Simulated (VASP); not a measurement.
Crystal: Ti2TeS.

```
Ti Te S
1.0
     3.95922    0.00000    0.00000
    -1.97961    3.42878    0.00000
     0.00000    0.00000    7.42398
Ti Te S
2 1 1
Cartesian
  0.0000 2.2859 1.0540
  0.0000 2.2859 6.3699
  1.9796 1.1429 3.7120
  0.0000 0.0000 0.0000
```

The cell was built by a generator and needn't be a form met in nature.

```yaml
Program: VASP 6.6.1
Task: relaxation of cell and atoms
Functional: PBE
Potentials_or_basis: VASP PAW PBE potentials, release 64 (Ti_sv, Te, S)
Cutoff: 520 eV
k_mesh: 5 × 5 × 2
Occupations: gaussian, width 0.15 eV
Spin: no spin polarisation
```

At the start: pressure -5.0 GPa; volume 25.20 Å³/atom.

**Question.** Where does the relaxation end?

**Answer.** Over 14 steps the energy falls by 699.1 meV/atom and the volume is 17.84 Å³/atom (-29.2 %); space group P-6m2 (No. 187, to 0.05 Å).

The path:
```
step  energy change (eV)  largest force (eV/Å)  pressure (GPa)  volume (Å³)
   1              0.0000                3.6258           -4.95       100.78
   2             -1.3967                2.0109           -7.24        89.82
   3             -2.6561                1.1128           -2.58        74.37
   4              7.7780               15.4293          130.00        48.71
   5             -2.4741                1.0945            0.42        72.95
   6             -2.7304                0.8239            3.49        69.87
   7             -1.1501                3.5106           35.37        58.70
   8             -2.7216                0.8312            3.80        69.32
   9             -2.4163                0.8472           12.00        63.87
  10             -2.7194                0.6970            5.52        68.65
  11             -2.6916                0.5133           -3.78        75.51
  12             -2.7961                0.0639           -0.50        71.41
  13             -2.7962                0.1045           -0.01        71.30
  14             -2.7965                0.0484            0.25        71.35
```

Final structure:
```
Ti Te S
1.0
     3.41598    0.00000    0.00000
    -1.70799    2.95832    0.00000
     0.00000    0.00000    7.06051
Ti Te S
2 1 1
Direct
  0.33333 0.66667 0.21757
  0.33333 0.66667 0.78243
  0.66667 0.33333 0.50000
  0.00000 0.00000 0.00000
```

Caveat: the k mesh is coarse (spacing up to 0.42 Å⁻¹), so the values aren't converged; the volume moved by over 15 % at a fixed basis, so the end points are rough; the relaxation stopped at a loose force limit of 0.08 eV/Å, so its end isn't a converged minimum.
